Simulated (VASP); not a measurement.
# HfTeSe5 in VASP: a series of runs, part 2 of 2

VASP 6.6.1. Earlier steps stand in the parts before.

### 3 Relaxation of cell and atoms, PBE

This run uses another cell than the first one, of the same volume but with other edges.

INCAR

```
SYSTEM = HfTeSe5
PREC = Normal
ENCUT = 520
EDIFF = 1E-4
ISMEAR = 0
SIGMA = 0.15
LREAL = .False.
LASPH = .True.
NELM = 60
ALGO = Fast
ISIF = 3
LWAVE = .False.
LCHARG = .False.
GGA = PE
IBRION = 2
NSW = 24
EDIFFG = -0.08
```

KPOINTS

```
regular mesh
0
Gamma
  3 3 2
  0 0 0
```

POSCAR

```
HfTeSe5
1.0
    5.1478858000      0.0000000000      0.0000000000
   -2.5739429000      4.4581998800      0.0000000000
    0.0000000000      0.0000000000     10.0668455300
Hf Te Se
1 1 5
Direct
    0.0000000000      0.0000000000      0.5000000000
    0.0000000000      0.0000000000      0.0000000000
    0.5000000000      0.0000000000      0.5000000000
    0.0000000000      0.5000000000      0.5000000000
    0.5000000000      0.5000000000      0.5000000000
    0.3333333300      0.6666666700      0.0000000000
    0.6666666700      0.3333333300      0.0000000000
```

Potentials or basis: VASP PAW PBE potentials, release 64 (Hf_pv, Te, Se).

Started as:

```bash
$ cat potpaw_PBE.64/Hf_pv/POTCAR potpaw_PBE.64/Te/POTCAR potpaw_PBE.64/Se/POTCAR > POTCAR
$ mpirun -np 1 vasp_std > vasp.out
```

Run time: 11 min. Hardware: 1 thread of Intel Xeon Platinum 8259CL at 2.50GHz (Skylake/Cascade Lake), shared host; peak memory 0.26 GiB.

Results (log left out):

- Free energy: -29.2198 eV
- Relaxed volume: 22.88 Å³/atom
- Relaxed cell: a = 5.552 Å, b = 5.552 Å, c = 6.000 Å, α = 90.00°, β = 90.00°, γ = 120.00°
- Space group after relaxing (to 0.05 Å): P6/mmm (No. 191)
- Energy gained by relaxing: 349.2 meV/atom
- Ionic steps: 24
- Pressure after relaxing: 0.2 GPa
- Band gap on the k mesh: none (metal or under the smearing width)

Stress tensor (GPa, compression positive):
```
 0.40  0.00  0.00
 0.00  0.40  0.00
 0.00  0.00 -0.12
```

Step by step:
| step | energy change (eV) | largest force (eV/Å) | pressure (GPa) | volume (Å³) |
| --- | --- | --- | --- | --- |
| 1 | 0.0000 | 0.0000 | 7.55 | 231.04 |
| 2 | -0.1423 | 0.0000 | -4.96 | 285.63 |
| 3 | -0.8769 | 0.0000 | -0.56 | 256.94 |
| 4 | -0.8774 | 0.0000 | -0.50 | 256.41 |
| 5 | -0.8771 | 0.0000 | -0.37 | 255.89 |
| 6 | -0.9028 | 0.0000 | -0.45 | 252.81 |
| 7 | -0.9938 | 0.0000 | -0.62 | 243.57 |
| 8 | -1.2486 | 0.0000 | -1.00 | 225.03 |
| 9 | -1.9936 | 0.0000 | -1.29 | 187.75 |
| 10 | 8.9849 | 0.0000 | 63.77 | 112.34 |
| 11 | -2.0912 | 0.0000 | -2.16 | 184.75 |
| 12 | -2.2426 | 0.0000 | 5.82 | 148.68 |
| 13 | -2.3171 | 0.0000 | 1.46 | 161.79 |
| 14 | -2.3457 | 0.0000 | 2.10 | 158.92 |
| 15 | -2.3563 | 0.0000 | 3.65 | 153.80 |
| 16 | -2.3628 | 0.0000 | 3.06 | 155.99 |
| 17 | -2.3792 | 0.0000 | 2.91 | 155.31 |
| 18 | -2.3717 | 0.0000 | 3.21 | 153.23 |
| 19 | -2.3874 | 0.0000 | 3.07 | 154.42 |
| 20 | -2.4026 | 0.0000 | 2.62 | 155.30 |
| 21 | -2.4341 | 0.0000 | 1.45 | 157.96 |
| 22 | -2.4366 | 0.0000 | -0.85 | 163.37 |
| 23 | -2.4447 | 0.0000 | -0.34 | 161.31 |
| 24 | -2.4445 | 0.0000 | 0.23 | 160.18 |

Final structure:
```
Hf Te Se
1.0
     5.55212    0.00000    0.00000
    -2.77606    4.80828    0.00000
     0.00000    0.00000    6.00012
Hf Te Se
1 1 5
Direct
  0.00000 0.00000 0.50000
  0.00000 0.00000 0.00000
  0.50000 0.00000 0.50000
  0.00000 0.50000 0.50000
  0.50000 0.50000 0.50000
  0.33333 0.66667 0.00000
  0.66667 0.33333 0.00000
```

Levels at points of the mesh, in eV from the Fermi level:
```tsv
k point	band 20	band 21	band 22	band 23	band 24	band 25
(0.00, 0.00, 0.00)	-1.28	-1.18	-0.05	-0.05	0.62	0.77
(0.00, 0.00, 0.50)	-0.24	-0.12	-0.12	0.80	0.80	1.01
```

Caveat: the k mesh is coarse (spacing up to 0.47 Å⁻¹), so the values aren't converged; the volume moved by over 15 % at a fixed basis, so the end points are rough; this functional lacks dispersion, which binds the layers, so the pressure and a relaxed spacing across them are unreliable; the relaxation stopped at a loose force limit of 0.08 eV/Å, so its end isn't a converged minimum.

### 4 Relaxation of cell and atoms, PBE

This run uses another cell than the first one, of 27.73 Å³/atom, 0.842 times its volume.

INCAR is that of step 3.

KPOINTS

```
regular mesh
0
Gamma
  4 4 2
  0 0 0
```

POSCAR

```
HfTeSe5
1.0
    4.8234666800      0.0000000000      0.0000000000
   -2.4117333400      4.1772446800      0.0000000000
    0.0000000000      0.0000000000      9.6355174600
Hf Te Se
1 1 5
Direct
    0.6666666700      0.3333333300      0.0000000000
    0.3333333300      0.6666666700      0.5000000000
    0.3333333300      0.6666666700      0.2611002300
    0.3333333300      0.6666666700      0.7388997700
    0.0000000000      0.0000000000      0.0000000000
    0.6666666700      0.3333333300      0.6680682800
    0.6666666700      0.3333333300      0.3319317200
```

Started as:

```bash
$ cat potpaw_PBE.64/Hf_pv/POTCAR potpaw_PBE.64/Te/POTCAR potpaw_PBE.64/Se/POTCAR > POTCAR
$ mpirun -np 1 vasp_std > vasp.out
```

Wall time 4.8 min (1 thread of Intel Xeon Platinum 8259CL at 2.50GHz (Skylake/Cascade Lake), shared host); peak memory 0.24 GiB.

Results (log left out):

```yaml
Free_energy: -30.5167 eV
Relaxed_volume: 26.18 Å³/atom
Relaxed_cell: a = 4.771 Å, b = 4.771 Å, c = 9.296 Å, α = 90.00°, β = 90.00°, γ = 120.00°
Space_group_after_relaxing_to_0.05_Å: P-6m2 (No. 187)
Energy_gained_by_relaxing: 542.7 meV/atom
Ionic_steps: 11
Pressure_after_relaxing: 0.0 GPa
Largest_force_after_relaxing: 0.047 eV/Å
Band_gap_on_the_k_mesh: none (metal or under the smearing width)
```

Forces on the atoms (eV/Å):
```
Hf   0.000  0.000  0.000
Te   0.000  0.000  0.000
Se   0.000  0.000 -0.047
Se   0.000  0.000  0.047
Se   0.000  0.000  0.000
Se   0.000  0.000 -0.032
Se   0.000  0.000  0.032
```

Stress tensor (GPa, compression positive):
```
 0.16  0.00  0.00
 0.00  0.16  0.00
 0.00  0.00 -0.19
```

Step by step:
| step | energy change (eV) | largest force (eV/Å) | pressure (GPa) | volume (Å³) |
| --- | --- | --- | --- | --- |
| 1 | 0.0000 | 6.3193 | 3.85 | 194.14 |
| 2 | -1.8576 | 0.6371 | -6.06 | 211.62 |
| 3 | -1.9942 | 1.2068 | -4.63 | 205.95 |
| 4 | -2.5402 | 0.9321 | -0.30 | 185.60 |
| 5 | -2.5721 | 0.9154 | 1.31 | 180.31 |
| 6 | -2.9017 | 0.9515 | 1.41 | 178.33 |
| 7 | -3.6159 | 0.4070 | 4.28 | 171.73 |
| 8 | -3.7897 | 0.1353 | -0.66 | 186.21 |
| 9 | -3.7979 | 0.1172 | 0.00 | 183.44 |
| 10 | -3.7977 | 0.1146 | 0.20 | 183.11 |
| 11 | -3.7987 | 0.0474 | 0.04 | 183.27 |

Final structure:
```yaml
crystal:
  lattice:
    - [4.77131, 0.00000, 0.00000]
    - [-2.38565, 4.13207, 0.00000]
    - [0.00000, 0.00000, 9.29588]
  atoms:
    - { symbol: Hf, position: [0.66667, 0.33333, 0.00000] }
    - { symbol: Te, position: [0.33333, 0.66667, 0.50000] }
    - { symbol: Se, position: [0.33333, 0.66667, 0.19818] }
    - { symbol: Se, position: [0.33333, 0.66667, 0.80182] }
    - { symbol: Se, position: [0.00000, 0.00000, 0.00000] }
    - { symbol: Se, position: [0.66667, 0.33333, 0.71278] }
    - { symbol: Se, position: [0.66667, 0.33333, 0.28722] }
```

Levels at points of the mesh, in eV from the Fermi level:
```csv
k point,band 19,band 20,band 21,band 22,band 23,band 24,band 25,band 26,band 27
"(0.00, 0.00, 0.00)",-1.74,-1.15,-0.70,-0.70,-0.56,-0.56,-0.15,-0.15,1.33
"(0.50, 0.00, 0.00)",-2.19,-0.95,-0.81,-0.31,0.29,0.36,0.63,0.64,1.58
"(0.00, 0.00, 0.50)",-1.85,-0.81,-0.81,-0.68,-0.68,-0.68,-0.03,-0.03,0.62
"(0.50, 0.00, 0.50)",-2.29,-1.20,-0.88,-0.23,0.04,0.33,0.48,0.82,1.15
```

Caveat: the k mesh is coarse (spacing up to 0.38 Å⁻¹), so the values aren't converged; the relaxation stopped at a loose force limit of 0.08 eV/Å, so its end isn't a converged minimum.

### 5 The runs side by side

| k mesh | gap on the mesh (eV) | pressure (GPa) | relaxed volume (Å³/atom) | largest force (eV/Å) |
| --- | --- | --- | --- | --- |
| 3 × 3 × 3 | none | 0.1 | 23.57 | 0.02 |
| 3 × 3 × 2 | none | 0.2 | 22.88 | - |
| 4 × 4 × 2 | none | 0.0 | 26.18 | 0.05 |

Alike in all rows: task relaxation of cell and atoms; level PBE; potentials or basis VASP PAW PBE potentials, release 64 (Hf_pv, Te, Se); no spin polarisation; cell relaxed; cutoff (eV) 520; smearing gaussian 0.15 eV; the mesh is coarse, so values aren't converged.

Caveats: all runs use coarse meshes; the relaxation stopped at a loose force limit of 0.08 eV/Å, so its end isn't a converged minimum; the volume moved by over 15 % at a fixed basis, so the end points are rough (some runs); this functional lacks dispersion, which binds the layers, so the pressure and a relaxed spacing across them are unreliable (some runs).

Total energies depend on the potentials used, so only differences within one code and one set of settings carry meaning.
